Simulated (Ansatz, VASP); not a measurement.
# Cu (S3(112) boundary in fcc Cu, shift (0.25, 0.5)): VASP beside Ansatz

Wanted: the spread between two codes on one cell, functional and k mesh. Of the first pair: The structure shown is the start of the Ansatz relaxation below; VASP solves that cell, so the two are compared at the walk's first step.

Calculated with Ansatz 0.2.0; plane waves, with VASP 6.6.1 beside it; PBE.

### 1. The starting structure

The cell holds 25 atoms: 25 Cu. Its edges and angles: a = 2.556 Å, b = 6.261 Å, c = 29.848 Å, α = 90.0°, β = 90.0°, γ = 90.0°. It derives from Cu. As first built, before any earlier steps moved the atoms or strained the cell (in the runner's words): plane [1, 1, 2]; removed 2; opened 0.4. Vacuum lies along c.

### 2. Ansatz: relaxation, PBE

Ansatz runs on its PAW soft_1 files.

The two programs are compared at the cell with which this relaxation starts, whose forces are those of its first step.

Input file input.yaml:

```yaml
crystal:
  lattice:
    - [2.5561627297, 0.0, 0.0]
    - [0.0, 6.2612943873, 0.0]
    - [0.0, 0.0, 29.8475155]
  atoms:
    - { symbol: Cu, position: [0.4999999998, 0.6666666667, 0.1675181306] }
    - { symbol: Cu, position: [0.9999999998, 0.3333333333, 0.1922404771] }
    - { symbol: Cu, position: [0.4999999998, 0.0, 0.2169628236] }
    - { symbol: Cu, position: [0.9999999998, 0.6666666667, 0.2416851701] }
    - { symbol: Cu, position: [0.4999999999, 0.3333333333, 0.2664075166] }
    - { symbol: Cu, position: [0.9999999999, 0.0, 0.2911298631] }
    - { symbol: Cu, position: [0.4999999999, 0.6666666667, 0.3158522095] }
    - { symbol: Cu, position: [0.9999999999, 0.3333333333, 0.340574556] }
    - { symbol: Cu, position: [0.4999999999, 0.0, 0.3652969025] }
    - { symbol: Cu, position: [1.0, 0.6666666667, 0.390019249] }
    - { symbol: Cu, position: [0.5, 0.3333333333, 0.4147415955] }
    - { symbol: Cu, position: [0.0, 0.0, 0.439463942] }
    - { symbol: Cu, position: [0.25, 0.1666666667, 0.5023100854] }
    - { symbol: Cu, position: [0.7499999999, 0.5, 0.5270324319] }
    - { symbol: Cu, position: [0.2499999999, 0.8333333333, 0.5517547784] }
    - { symbol: Cu, position: [0.7499999999, 0.1666666667, 0.5764771249] }
    - { symbol: Cu, position: [0.2499999999, 0.5, 0.6011994714] }
    - { symbol: Cu, position: [0.7499999999, 0.8333333333, 0.6259218178] }
    - { symbol: Cu, position: [0.2499999998, 0.1666666667, 0.6506441643] }
    - { symbol: Cu, position: [0.7499999998, 0.5, 0.6753665108] }
    - { symbol: Cu, position: [0.2499999998, 0.8333333333, 0.7000888573] }
    - { symbol: Cu, position: [0.7499999998, 0.1666666667, 0.7248112038] }
    - { symbol: Cu, position: [0.2499999998, 0.5, 0.7495335503] }
    - { symbol: Cu, position: [0.7499999997, 0.8333333333, 0.7742558968] }
    - { symbol: Cu, position: [0.2499999997, 0.1666666667, 0.7989782433] }
kpoints:
  mp_grid: { grid: [9, 4, 1] }
hamiltonian:
  xc: pbe
  pseudopotentials: { kind: paw, azcp: { folder: soft_1 } }
scf:
  occupations: { method: fermi_dirac, width: 0.1 }
relax:
  f_tol: 0.03
  max_steps: 80
  constraints: [{ sites: [0, 1, 2, 3, 4] }]
```

Run with:

```
> ansatz run input.yaml --threads 4 --pin off --max-ram 15360MiB --backend cpu --events-out ev --progress --plain --runs-dir out
```

Numbers of over 12 decimals in the logs are rounded to 6 here.

The log of the run:

```text
Engine: ansatz 0.2.0, aarch64-unknown-linux-gnu
Pseudopotentials: kind: paw
Pseudopotential: Cu, paw, valence charge 19, recommended cutoff 420 eV (normal), soft_1/Cu.paw.azcp
Functional definition: PBE
  parameter kappa = 0.804
  parameter beta = 0.066725
  exchange = pbe_x(kappa = kappa, mu = beta*pi^2/3)
  correlation = pbe_c(beta = beta)
Crystal: 25 atoms, lattice volume = 477.706 Å³
Basis set: ecut = 420 eV, 9423 PW (Γ), exchange–correlation on 36×90×400 points (8 copies of the dense FFT grid, shifted against one another)
Bands: 285, of which v1, the nominal top of the filled ones, is band 238 counted from 1 (237 counted from 0)
Symmetry: 1 space group operations
Space group: P1 (ITA 1), of the structure as read, at distance tolerance 7.8e-5 Å
k-points: 19 of 36 (time reversal used)
Non-local potential: Cu, projectors of the file, l = 0: 3, l = 1: 2, l = 2: 3, l = 3: 1
PAW form: soft (Blöchl's): semilocal exchange-correlation on the pseudo side does not see the compensation charge
PAW one-centre angular grid: Cu, 590 points (default); XC on 64 Gauss nodes
Initial density: superposition of atomic densities (neutral atoms: chi_scale 0, normalization atom)
Initial wavefunctions: pseudopotential atomic-orbital guess
Functional: x = pbe(κ = 0.804, μ = 0.219515), c = pbe(β = 0.066725)
SCF iter   1: F=—  HF=-165645.667436 eV  |F-HF|=—  |Δ(HF+E_count)|=         —  Δρ=2.03e-1  dr2=1.19e2  ethr=3.10e-3  ⟨swp⟩=5.8  Hψ=19585  notcnv=0  defer=250
preconditioner: auto → LDOS  [metal: Δε(μ)=0.001 eV  Ē_g=8.027 eV  σ=0.100 eV  W_gap=0.00  n_scr=150 (ndim 8)  ℏωp=28.2 eV  f_vac=0.339  D(μ)=12.76/eV (n_scr^D=76)  β→1.0]
SCF iter   2: F=—  HF=-165782.228994 eV  |F-HF|=—  |Δ(HF+E_count)|=    1.37e2  Δρ=4.21e-1  dr2=4.71e2  ethr=3.10e-3  ⟨swp⟩=4.0  Hψ=17048  notcnv=0  defer=526  recentre
SCF iter   3: F=—  HF=-165626.244227 eV  |F-HF|=—  |Δ(HF+E_count)|=    1.56e2  Δρ=5.02e-2  dr2=8.11e0  ethr=3.10e-3  ⟨swp⟩=4.0  Hψ=14086  notcnv=0  defer=602
SCF iter   4: F=—  HF=-165625.018849 eV  |F-HF|=—  |Δ(HF+E_count)|=    1.23e0  Δρ=2.07e-2  dr2=1.17e0  ethr=1.71e-3  ⟨swp⟩=2.2  Hψ=9009  notcnv=0  defer=584
SCF iter   5: F=—  HF=-165624.791440 eV  |F-HF|=—  |Δ(HF+E_count)|=   2.27e-1  Δρ=5.53e-3  dr2=1.20e-1  ethr=2.46e-4  ⟨swp⟩=2.0  Hψ=9255  notcnv=0  defer=598
SCF iter   6: F=—  HF=-165624.804483 eV  |F-HF|=—  |Δ(HF+E_count)|=   1.30e-2  Δρ=1.89e-3  dr2=1.63e-2  ethr=2.54e-5  ⟨swp⟩=2.0  Hψ=7341  notcnv=0  defer=598
SCF iter   7: F=—  HF=-165624.807397 eV  |F-HF|=—  |Δ(HF+E_count)|=   2.91e-3  Δρ=7.30e-4  dr2=2.61e-3  ethr=3.43e-6  ⟨swp⟩=2.0  Hψ=7402  notcnv=0  defer=598
SCF iter   8: F=—  HF=-165624.808427 eV  |F-HF|=—  |Δ(HF+E_count)|=   1.03e-3  Δρ=4.35e-4  dr2=1.14e-3  ethr=5.50e-7  ⟨swp⟩=2.1  Hψ=7658  notcnv=0  defer=598
SCF iter   9: F=—  HF=-165624.808393 eV  |F-HF|=—  |Δ(HF+E_count)|=   3.34e-5  Δρ=1.48e-4  dr2=2.01e-4  ethr=2.40e-7  ⟨swp⟩=2.0  Hψ=6625  notcnv=0  defer=598
SCF iter  10: F=-165624.808399 eV  HF=-165624.808392 eV  |F-HF|=7.00e-6  |Δ(HF+E_count)|=   1.35e-6  Δρ=5.54e-5  dr2=1.26e-5  ethr=4.74e-9  ⟨swp⟩=3.0  Hψ=19698  notcnv=0
SCF 1 converged in 10 iterations: F = -165624.808399 eV  dr2 = 1.26e-5
  greatest PAW one-centre occupation: 1.000 electrons in one spin orbital (limit 2), on the Cu atom at site 24 (counted from 0), in its partial waves of l = 0
relax step   1: F+E_penalty+E_count = -165624.80839898 eV  Δ(F+E_penalty+E_count) = +0.000e0 eV  max|allowed force component| = 7.710e-1 eV/Å  Δτ_max = 0.0000 Å  (10 SCF iters, dr2 threshold 2.25e-5 eV, accepted)
[...]
relax step  12: F+E_penalty+E_count = -165626.03868074 eV  Δ(F+E_penalty+E_count) = -1.387e-2 eV  max|allowed force component| = 7.926e-2 eV/Å  Δτ_max = 0.1929 Å  (9 SCF iters, dr2 threshold 1.61e-5 eV, accepted)
[...]
relax step  13: F+E_penalty+E_count = -165626.04090448 eV  Δ(F+E_penalty+E_count) = -2.224e-3 eV  max|allowed force component| = 3.830e-2 eV/Å  Δτ_max = 0.0376 Å  (7 SCF iters, dr2 threshold 2.45e-6 eV, accepted)
[...]
relax step  14: F+E_penalty+E_count = -165626.04205492 eV  Δ(F+E_penalty+E_count) = -1.150e-3 eV  max|allowed force component| = 9.352e-3 eV/Å  Δτ_max = 0.0151 Å  (8 SCF iters, accepted)
SCF converged after 8 iterations
Free energy (F): -165626.042055 eV
Harris-Foulkes:  -165626.042055 eV  (|F-HF|=5.56e-8)
Internal energy: -165625.762369 eV  (E = F + TS)
E sigma→0 (E₀):  -165625.902212 eV
Entropy (-TS):   -0.279686 eV (-11.187 meV/atom)
Fermi energy:    8.418697 eV
--- Per-component energies (eV) ---
  E_band       = -12902.251846
  E_kinetic    = 6537.332543
  E_local      = -997340.893503  (includes V_loc(G=0)·N_el)
  E_nonlocal   = 22273.445227
  E_hartree    = 488208.737747
  E_xc         = -1715.538227
  E_vxc        = -2214.388876  (∫ρ·V_xc dr)
  E_paw        = -45396.333728  (= ΣΔE_a)
  E_vpaw       = -18575.226280  (= ΣTr[D̂ρ^β])
  E_aug_tail   = 0.024398  (compensation charges beyond the density's cutoff)
  E_ewald      = 361807.463174
  E_smearing   = -0.279686  (= −TS)
  E_closure    = -0.000000  (closes the sum)
  Σ components = -165626.042055   (vs F -165626.042055, Δ=0.00e0)
--- Forces (eV/Å), atoms counted from 1 ---
  atom   1  Cu    -0.00000788    -0.10319853     0.43246080
  atom   2  Cu    -0.00000765     0.04187156    -0.03941580
  atom   3  Cu     0.00071825     0.06194318    -0.30600121
  atom   4  Cu     0.00256882     0.07533680    -0.07529739
  atom   5  Cu     0.00411216    -0.05434351    -0.01402130
  atom   6  Cu    -0.00054871    -0.00016740    -0.00471515
  atom   7  Cu    -0.00165190    -0.00474734     0.00102996
  atom   8  Cu     0.00169260     0.00441475    -0.00096361
  atom   9  Cu     0.00396141     0.00001858    -0.00132982
  atom  10  Cu    -0.00193816    -0.00101732     0.00560772
  atom  11  Cu    -0.00279705     0.00121720     0.00002713
  atom  12  Cu    -0.00303527    -0.00405703    -0.00935238
  atom  13  Cu     0.00098512    -0.00693734     0.00410402
  atom  14  Cu    -0.00086205     0.00130053     0.00650922
  atom  15  Cu     0.00071668    -0.00497467     0.00290984
  atom  16  Cu    -0.00160744    -0.00117093    -0.00906517
  atom  17  Cu    -0.00041685    -0.00170660     0.00306123
  atom  18  Cu     0.00017035     0.00324718     0.00143838
  atom  19  Cu    -0.00007592    -0.00192657     0.00023046
  atom  20  Cu    -0.00000812    -0.00144720    -0.00048509
  atom  21  Cu    -0.00076171     0.00121509     0.00129814
  atom  22  Cu    -0.00092420    -0.00271295     0.00095908
  atom  23  Cu    -0.00019941    -0.00081687    -0.00094852
  atom  24  Cu    -0.00007202    -0.00004872     0.00084129
  atom  25  Cu     0.00003522    -0.00118985     0.00089814
  max |Σ_I F_I| component: 2.20e-4 eV/Å
--- Relaxed structure (14 steps of the walk, 14 accepted, 0 SCFs on fresh bases) ---
  F+E_penalty+E_count = -165626.04205492 eV   max|allowed force component| = 9.352e-3 eV/Å
  atoms:
    - { symbol: Cu, position: [0.500000, 0.666667, 0.1675181306] }
    - { symbol: Cu, position: [0.9999999998, 0.3333333333, 0.1922404771] }
    - { symbol: Cu, position: [0.500000, 0.0, 0.2169628236] }
    - { symbol: Cu, position: [0.9999999998, 0.666667, 0.2416851701] }
    - { symbol: Cu, position: [0.4999999999, 0.3333333333, 0.2664075166] }
    - { symbol: Cu, position: [1.000339, -0.00228695, 0.290783] }
    - { symbol: Cu, position: [0.501630, 0.664732, 0.317831] }
    - { symbol: Cu, position: [1.001539, 0.333599, 0.340215] }
    - { symbol: Cu, position: [0.499778, -0.00220355, 0.364118] }
    - { symbol: Cu, position: [1.004039, 0.672140, 0.396493] }
    - { symbol: Cu, position: [0.504457, 0.328020, 0.412387] }
    - { symbol: Cu, position: [-0.492531, -0.054497, 0.445510] }
    - { symbol: Cu, position: [0.00627013, 0.247063, 0.481591] }
    - { symbol: Cu, position: [0.506685, 0.587009, 0.480137] }
    - { symbol: Cu, position: [0.00701943, 0.882277, 0.519395] }
    - { symbol: Cu, position: [0.507030, 0.198678, 0.551067] }
    - { symbol: Cu, position: [0.00719693, 0.535871, 0.561804] }
    - { symbol: Cu, position: [0.507270, 0.855048, 0.594238] }
    - { symbol: Cu, position: [0.00732389, 0.189193, 0.621784] }
    - { symbol: Cu, position: [0.507443, 0.523921, 0.640964] }
    - { symbol: Cu, position: [0.00759273, 0.853770, 0.669012] }
    - { symbol: Cu, position: [0.507624, 0.197091, 0.694148] }
    - { symbol: Cu, position: [0.00762489, 0.528776, 0.719181] }
    - { symbol: Cu, position: [0.507622, 0.857996, 0.743202] }
    - { symbol: Cu, position: [0.00761722, 0.188346, 0.764845] }
```

(Continued in part 2 of 2.)

[Lines on the potential files, build, host, timing and source positions are cut from VASP's logs without a mark.]

[Logs are printed without paths, hosts, clocks, repeated set-up lines and the standing remarks that a program may print on its own settings, such as how far it seeks lower states.]

[Hosts, paths, dates, database ids (printed as entryN), source tags and the programs' standing remarks are cut or masked in the printed files.]
